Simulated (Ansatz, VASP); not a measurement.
## SiF: the dispersion correction in 2 programs

The cell as given:

Space group Pm-3m (No. 221). a = 3.029 Å, b = 3.029 Å, c = 3.029 Å, α = 90.00°, β = 90.00°, γ = 90.00°
```json
{"atom": "Si", "site": "1b", "symmetry": "m-3m", "x": "0.5000", "y": "0.5000", "z": "0.5000"}
{"atom": "F", "site": "1a", "symmetry": "m-3m", "x": "0.0000", "y": "0.0000", "z": "0.0000"}
```

The cell comes from a database or a generator and needn't be the stable form of this composition.

Kept alike: task relaxation of cell and atoms; functional PBE; k mesh 9 × 9 × 9; occupations fermi-dirac, width 0.05 eV; no spin polarisation. The mesh is that of the run's cell of 2 atoms. No spin-orbit coupling.

- A: Ansatz, Ansatz PAW, cutoff 420 eV
- B: VASP, PBE PAW files F, Si, 600 eV

| dispersion correction | A: volume (Å³/atom) | B: volume (Å³/atom) |
| --- | --- | --- |
| none | 13.925 | 13.890 |
| D3(BJ) | 13.622 | 13.590 |
| D4 | 13.877 | 13.862 |

Values hold for each row's relaxed cell, which stops near the pressure aimed at (zero). Ansatz's stress holds its Pulay term. Programs can differ in the three-body term of D3, and some take D4 from an outside library. For a metal such a mesh leaves the last digits unconverged.

How large is the effect of the dispersion correction, and do the programs agree on it?

From none to D3(BJ) the volume moves by -0.303 in A, -0.300 in B (Å³/atom). Row by row the programs differ by 0.015 to 0.035, and over this span the shifts, as printed, agree within about 1 %. Shifts from none: D3(BJ) -0.303, -0.300; D4 -0.048, -0.028; the programs' shifts differ by up to 0.020.
